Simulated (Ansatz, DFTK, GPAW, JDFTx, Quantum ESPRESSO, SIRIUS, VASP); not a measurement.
**C: 7 runs at one level of theory**

```xyz
2
Lattice="0.0000 1.7834 1.7834 1.7834 0.0000 1.7834 1.7834 1.7834 0.0000" Properties=species:S:1:pos:R:3 pbc="T T T"
C     2.6751    2.6751    2.6751
C     1.7834    1.7834    1.7834
```

Alike in all runs: task single point; functional PBEsol; k mesh 13 × 13 × 13; occupations fermi-dirac, width 0.05 eV; no spin polarisation; no spin-orbit coupling. Pressure is positive in compression and, in plane waves, holds the error of the finite cutoff.

```csv
program and potentials,plane-wave cutoff (eV),notes,pressure (GPa)
"Ansatz, all-electron LAPW, scalar-relativistic",-,-,?
"JDFTx, PseudoDojo-SR-PBEsol-0.4.1-standard with smoothed tails",1116,-,-3.24
"SIRIUS, PseudoDojo 0.4.1 PBEsol standard (scalar relativistic)",1127,-,-3.22
"VASP, PBE PAW files C, 520 eV",520,potentials made for PBE,-3.75
"DFTK, PseudoDojo SR PBEsol 0.4.1 standard (PBEsol)",1116,-,-3.25
"GPAW, PAW data sets generated for this functional",800,-,-5.16
"Quantum ESPRESSO, GBRV 1.5 PBEsol",612,-,-4.67
```

Q: Estimate from the other rows what the run with Ansatz, all-electron LAPW, scalar-relativistic gave.

A: Pressure -4.78 GPa. The other rows, which needn't bracket it: pressure -5.16 to -3.22.
